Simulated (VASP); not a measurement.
The system is Ti2SnTe2.

```
Ti Sn Te
1.0
     7.50365    0.00000    0.00000
     0.00000    7.50365    0.00000
     0.00000    0.00000    4.28800
Ti Sn Te
4 2 4
Direct
  0.17813 0.67813 0.50000
  0.32187 0.17813 0.50000
  0.82187 0.32187 0.50000
  0.67813 0.82187 0.50000
  0.00000 0.00000 0.00000
  0.50000 0.50000 0.00000
  0.37847 0.87847 0.00000
  0.12153 0.37847 0.00000
  0.62153 0.12153 0.00000
  0.87847 0.62153 0.00000
```

The cell was built by a generator and needn't be a form met in nature.

| Quantity | Value |
| --- | --- |
| Program | VASP 6.6.1 |
| Task | relaxation of cell and atoms |
| Functional | PBE |
| Potentials or basis | VASP PAW PBE potentials, release 64 (Ti_sv, Sn_d, Te) |
| Cutoff | 520 eV |
| k mesh | 2 × 2 × 3 |
| Occupations | gaussian, width 0.15 eV |
| Spin | no spin polarisation |

At the start: pressure 2.0 GPa; volume 24.14 Å³/atom.

Problem. Where does the relaxation end?

Solution. Over 16 steps the energy falls by 652.4 meV/atom and the volume is 22.75 Å³/atom (-5.8 %); space group P4/mbm (No. 127, to 0.05 Å).

The path:
```
step  energy change (eV)  largest force (eV/Å)  pressure (GPa)  volume (Å³)
   1              0.0000                4.5404            2.00       241.43
   2             -4.6616                1.1010           -2.34       248.89
   3             -4.8142                1.2811           -3.28       249.67
   4             -5.6143                1.3693           -0.20       231.77
   5             -5.6786                1.3188            1.36       226.69
   6             -6.2301                0.6910            0.59       225.34
   7             -6.3234                0.5093            0.91       224.54
   8             -6.4166                0.3834           -0.75       229.47
   9             -6.4541                0.3786           -0.75       228.91
  10             -6.4555                0.3768           -0.83       229.31
  11             -6.5041                0.1443            0.07       225.84
  12             -6.5067                0.1142            0.75       224.29
  13             -6.5086                0.1443            0.51       224.73
  14             -6.5210                0.0906            0.10       226.67
  15             -6.5217                0.0877            0.08       226.70
  16             -6.5243                0.0625           -0.24       227.50
```

Final structure:
```
Ti Sn Te
1.0
     8.11766    0.00000    0.00000
     0.00000    8.11766    0.00000
     0.00000    0.00000    3.45243
Ti Sn Te
4 2 4
Cartesian
  1.2106 5.2695 1.7262
  2.8482 1.2106 1.7262
  6.9070 2.8482 1.7262
  5.2695 6.9070 1.7262
  0.0000 0.0000 0.0000
  4.0588 4.0588 0.0000
  2.9112 6.9700 3.4524
  1.1477 2.9112 3.4524
  5.2065 1.1477 0.0000
  6.9700 5.2065 0.0000
```

Caveat: the k mesh is coarse (spacing up to 0.49 Å⁻¹), so the values aren't converged.
